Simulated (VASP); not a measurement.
Level of theory: PBEsol GGA, VASP's PBE PAW potentials (set 64) (plane waves; VASP).

A VASP calculation is set up with these files.

POSCAR:
```
CdS
1
    3.8570343517     0.0000000000     0.0000000000
   -1.9285171759     3.3402902484     0.0000000000
    0.0000000000     0.0000000000     6.2945784905
Cd S
2 2
Direct
  0.3333330000   0.6666670000   0.9997707155
  0.6666670000   0.3333330000   0.4997707155
  0.3333330000   0.6666670000   0.3752292845
  0.6666670000   0.3333330000   0.8752292845
```

### INCAR
```
ISIF = 3
SYSTEM = CdS
NELM = 100   ! most electronic steps
ISMEAR = 0   ! Gaussian
EDIFFG = -0.02
IBRION = 2
PSTRESS = 300   ! kbar
LCHARG = .FALSE.
LMAXMIX = 4   ! l cut-off of mixed one-centre charges
LWAVE = .FALSE.
LASPH = .TRUE.   ! aspherical one-centre terms
GGA = PS
EDIFF = 1E-6   ! SCF stop (eV)
ENCUT = 500   ! plane-wave cut-off (eV)
NSW = 40   ! most ionic steps
LREAL = .FALSE.
ALGO = Normal   ! blocked Davidson
PREC = Accurate
SIGMA = 0.05   ! width (eV)
```

### KPOINTS
```
Automatic mesh
0
Gamma
7 7 4
0 0 0
```

POTCAR, in this order: Cd S (PBE.64 set). Program: vasp_std.

Q: What will the output report for the number of irreducible k-points (NKPTS), largest plane-wave count, number of space-group operations, FFT grid (NGX, NGY, NGZ)?

A: 
```json
{
  "number of irreducible k-points (NKPTS)": "24",
  "largest_plane_wave_count": "2076",
  "number_of_space_group_operations": "12",
  "FFT grid (NGX, NGY, NGZ)": "28 × 28 × 48"
}
```

The structure was generated: CdS was put into the wurtzite type (P6_3mc), which need not be its known phase. This run relaxes it under an external pressure of 30 GPa. Symmetry was kept, so distortions that lower it aren't found.
